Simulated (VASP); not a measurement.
# Hf2Pt (P4/mmm) in VASP: reference runs

Aim: a first look at Hf2Pt with PBE, on the cell as given.

All numbers are computed with VASP 6.6.1; they aren't measurements. Logs are shortened: lines on timing, memory, paths and dates and some standing lists are left out, and cuts for length are marked.

### 1 The structure

It takes space group P4/mmm (No. 123, tetragonal). Conventional cell: a = 3.565 Å, b = 3.565 Å, c = 4.836 Å, α = 90.00°, β = 90.00°, γ = 90.00°. Around Hf (site symmetry 4/mmm) lie 4 Hf at 2.52 Å. Hf (site symmetry 4/mmm) has 2 Pt at 2.42 Å and 4 Hf at 2.52 Å as nearest neighbours. Pt (site symmetry 4/mmm) has 2 Hf at 2.42 Å as nearest neighbours.

The cell was built by a generator and needn't be a form met in nature.

### 2 Single point, PBE

INCAR reads:

```
PREC = Accurate
ENCUT = 520
EDIFF = 1E-7
ISMEAR = -1
SIGMA = 0.05
LREAL = False
LASPH = True
NELM = 60
ALGO = Normal
ISIF = 2
LWAVE = False
LCHARG = False
GGA = PE
NBANDS = 22
```

KPOINTS reads:

```
regular mesh
0
Gamma
  8 8 6
```

POSCAR reads:

```
Hf2Pt
1.0
    3.5652291400      0.0000000000      0.0000000000
    0.0000000000      3.5652291400      0.0000000000
    0.0000000000      0.0000000000      4.8357931500
Hf Pt
2 1
Direct
    0.5000000000      0.5000000000      0.0000000000
    0.0000000000      0.0000000000      0.0000000000
    0.0000000000      0.0000000000      0.5000000000
```

Potentials or basis: VASP PAW PBE potentials, release 64 (Hf_pv, Pt).

Launch:

```sh
$ cat potpaw_PBE.64/Hf_pv/POTCAR potpaw_PBE.64/Pt/POTCAR > POTCAR
$ mpirun -np 1 vasp_std > vasp.out
```

OUTCAR:

```text
PREC = Accurate
   ENCUT = 520
   EDIFF = 1E-7
   ISMEAR = -1
   LREAL = False
   LASPH = True
   NELM = 60
   ISIF = 2
   GGA = PE

 ion  position               nearest neighbor table
   1  0.500  0.500  0.000-   2 2.52   2 2.52   2 2.52   2 2.52   3 3.49   3 3.49   3 3.49   3 3.49
                             3 3.49   3 3.49   3 3.49   3 3.49
   2  0.000  0.000  0.000-   3 2.42   3 2.42   1 2.52   1 2.52   1 2.52   1 2.52
   3  0.000  0.000  0.500-   2 2.42   2 2.42   1 3.49   1 3.49   1 3.49   1 3.49   1 3.49   1 3.49
                             1 3.49   1 3.49

  LATTYP: Found a simple tetragonal cell.
 ALAT       =     3.5652291400
 C/A-ratio  =     1.3563765357

  Lattice vectors:

 A1 = (   3.5652291400,   0.0000000000,   0.0000000000)
 A2 = (   0.0000000000,   3.5652291400,   0.0000000000)
 A3 = (   0.0000000000,   0.0000000000,   4.8357931500)

Analysis of symmetry for initial positions (statically):
=====================================================================
 Subroutine PRICEL returns:
 Original cell was already a primitive cell.

 Routine SETGRP: Setting up the symmetry group for a
 simple tetragonal supercell.

 Subroutine GETGRP returns: Found 16 space group operations
 (whereof 16 operations were pure point group operations)
 out of a pool of 16 trial point group operations.

The static configuration has the point symmetry D_4h.

Analysis of symmetry for dynamics (positions and initial velocities):
=====================================================================
 Subroutine PRICEL returns:
 Original cell was already a primitive cell.

 Routine SETGRP: Setting up the symmetry group for a
 simple tetragonal supercell.

 Subroutine GETGRP returns: Found 16 space group operations
 (whereof 16 operations were pure point group operations)
 out of a pool of 16 trial point group operations.

The dynamic configuration has the point symmetry D_4h.

 Subroutine INISYM returns: Found 16 space group operations
 (whereof 16 operations are pure point group operations),
 and found     1 'primitive' translations

----------------------------------------------------------------------------------------

                                     Primitive cell

  volume of cell :      61.4671

  direct lattice vectors                    reciprocal lattice vectors
     3.565229140  0.000000000  0.000000000     0.280486881  0.000000000  0.000000000
     0.000000000  3.565229140  0.000000000     0.000000000  0.280486881  0.000000000
     0.000000000  0.000000000  4.835793150     0.000000000  0.000000000  0.206791310

  length of vectors
[... 87 lines left out ...]
   NSW    =      0    number of steps for IOM
   IBRION =     -1    ionic relax: 0-MD 1-quasi-New 2-CG
   NFREE  =      0    steps in history (QN), initial steepest desc. (CG)
   ISIF   =      2    stress and relaxation
   ISYM   =      2    0-nonsym 1-usesym 2-fastsym
   POTIM  = 0.5000    time-step for ionic-motion
   TEBEG  =    0.0;   TEEND  =   0.0 temperature during run
   PSTRESS=    0.0 pullay stress
   NELECT =      30.0000    total number of electrons
   NUPDOWN=      -1.0000    fix difference up-down
   EMIN   =  10.00;   EMAX   =-10.00  energy-range for DOS
   EFERMI =   0.00;   METHOD = LEGACY
   ISMEAR =    -1;   SIGMA  =   0.05  broadening in eV -4-tet -1-fermi 0-gaus
   EFERMI_NEDOS =   21; number of points for ismear=-14 and -15
   IALGO  =     38    algorithm
   IMIX   =      4    mixing-type and parameters
     AMIX     =   0.40;   BMIX     =  1.00
     AMIX_MAG =   1.60;   BMIX_MAG =  1.00
  volume/ion in A,a.u.               =      20.49       138.27
  Fermi-wavevector in a.u.,A,eV,Ry     =   1.288945  2.435753 22.604436  1.661379
  Thomas-Fermi vector in A             =   2.420868
   LORBIT       =      0    0 simple, 1 ext, 2 COOP (PROOUT), +10 PAW based schemes
   GGA     = PE    functional components
   LHFCALC =     F    Hartree Fock is set to
   AEXX    =    0.0000 exact exchange contribution
   IVDW    =     0    specifies the selected vdW correction
   LEPSILON=     F    determine dielectric tensor
   LRPA    =     F    only Hartree local field effects (RPA)
 non-spin polarized calculation
  energy-cutoff  :      520.00
  volume of cell :       61.47
 maximum number of plane-waves:      1704
 NGX is ok and might be reduce to    28
   NGX = 13   NGY = 13   NGZ = 17

 number of electron      30.0000005 magnetization

 Free energy of the ion-electron system (eV)
  ---------------------------------------------------
  ext. energy  EPLUGINS =         0.00000000
  ---------------------------------------------------
  free energy    TOTEN  =       -21.59320518 eV

  energy without entropy =      -21.58095646  energy(sigma->0) =      -21.58708082

 E-fermi :   5.7646     XC(G=0): -11.4080

 val. band max:        5.7316319228   @ k =   0.0000   0.0000   0.3333
 cond. band min:       5.7864410156   @ k =   0.3750   0.1250   0.0000
 fundamental gap:      0.0548090928
 Fermi energy:         5.7646196587

 k-point     1 :       0.0000    0.0000    0.0000
  band No.  band energies     occupation
      1     -25.7310      2.00000
      2     -25.7310      2.00000
      3     -25.0545      2.00000
      4     -24.1521      2.00000
      5     -23.1919      2.00000
      6     -23.1919      2.00000
[... 589 lines left out ...]
     21       9.6070      0.00000
     22      10.7939      0.00000

 [... further k-points ...]

------------------------ aborting loop because EDIFF is reached ----------------------------------------

  FORCE on cell =-STRESS in cart. coord.  units (eV):
  Direction    XX          YY          ZZ          XY          YZ          ZX
  --------------------------------------------------------------------------------------
  -------------------------------------------------------------------------------------
  Total       12.3205336     12.3205336      5.6620594      0.0000000      0.0000000     -0.0000000
  in kB      321.1422832    321.1422832    147.5850595      0.0000000      0.0000000     -0.0000000
  external PRESSURE =     263.2898753 kB  Pullay stress =       0.0000000 kB

 VOLUME and BASIS-vectors are now :
 -----------------------------------------------------------------------------
  energy-cutoff  :      520.00
  volume of cell :       61.47
      direct lattice vectors                 reciprocal lattice vectors
     3.565229140  0.000000000  0.000000000     0.280486881  0.000000000  0.000000000
     0.000000000  3.565229140  0.000000000     0.000000000  0.280486881  0.000000000
     0.000000000  0.000000000  4.835793150     0.000000000  0.000000000  0.206791310

 POSITION                                       TOTAL-FORCE (eV/Angst)
 -----------------------------------------------------------------------------------
      1.78261      1.78261      0.00000         0.000000      0.000000      0.000000
      0.00000      0.00000      0.00000         0.000000      0.000000      0.000000
      0.00000      0.00000      2.41790         0.000000      0.000000      0.000000
 -----------------------------------------------------------------------------------
    total drift:                                0.000000      0.000000     -0.000000

  FREE ENERGIE OF THE ION-ELECTRON SYSTEM (eV)
  ---------------------------------------------------
  free  energy   TOTEN  =       -21.5932051767 eV

  energy  without entropy=      -21.5809564643  energy(sigma->0) =      -21.58708082
```

OSZICAR:

```text
N       E                     dE             d eps       ncg     rms          rms(c)
DAV:   1     0.137819270518E+03    0.13782E+03   -0.16142E+04  2640   0.130E+03
DAV:   2    -0.168271064824E+02   -0.15465E+03   -0.14488E+03  3076   0.313E+02
DAV:   3    -0.229810651638E+02   -0.61540E+01   -0.59509E+01  3492   0.455E+01
DAV:   4    -0.230870951572E+02   -0.10603E+00   -0.10583E+00  3040   0.642E+00
DAV:   5    -0.230894569441E+02   -0.23618E-02   -0.23611E-02  3512   0.862E-01    0.728E+01
DAV:   6    -0.223850613899E+02    0.70440E+00   -0.11795E+01  3172   0.211E+01    0.340E+01
DAV:   7    -0.227174680160E+02   -0.33241E+00   -0.12479E+01  3076   0.207E+01    0.250E+01
DAV:   8    -0.216324876007E+02    0.10850E+01   -0.74492E+00  3046   0.143E+01    0.181E+00
DAV:   9    -0.215967582524E+02    0.35729E-01   -0.26696E-01  3068   0.314E+00    0.134E+00
DAV:  10    -0.215935345119E+02    0.32237E-02   -0.16695E-02  3352   0.730E-01    0.805E-01
DAV:  11    -0.215937004422E+02   -0.16593E-03   -0.49128E-03  3384   0.431E-01    0.292E-01
DAV:  12    -0.215932038804E+02    0.49656E-03   -0.17054E-03  3262   0.293E-01    0.186E-01
DAV:  13    -0.215932136522E+02   -0.97718E-05   -0.21136E-04  3362   0.898E-02    0.664E-02
DAV:  14    -0.215932051872E+02    0.84650E-05   -0.37201E-05  3294   0.445E-02    0.407E-02
DAV:  15    -0.215932054345E+02   -0.24735E-06   -0.42911E-06  3498   0.136E-02    0.163E-02
DAV:  16    -0.215932052276E+02    0.20691E-06   -0.40597E-07  2888   0.481E-03    0.701E-03
DAV:  17    -0.215932051767E+02    0.50976E-07   -0.83396E-08  1980   0.239E-03
   1 F= -.21593205E+02 E0= -.21587081E+02  d E =-.122487E-01
```

It took 46 s on 1 thread of AMD EPYC 9R45 (Zen 5), shared host; peak memory 0.2 GiB.

Results:

| Item | Value |
| --- | --- |
| Free energy | -21.5932 eV |
| Pressure | 26.3 GPa |
| Band gap on the k mesh | none (metal or under the smearing width) |

Caveat: so large a pressure means that the cell lies far from this level's equilibrium, or that cutoff or potentials fall short. The run has no spin-orbit coupling, so splittings on Hf, Pt are missing.
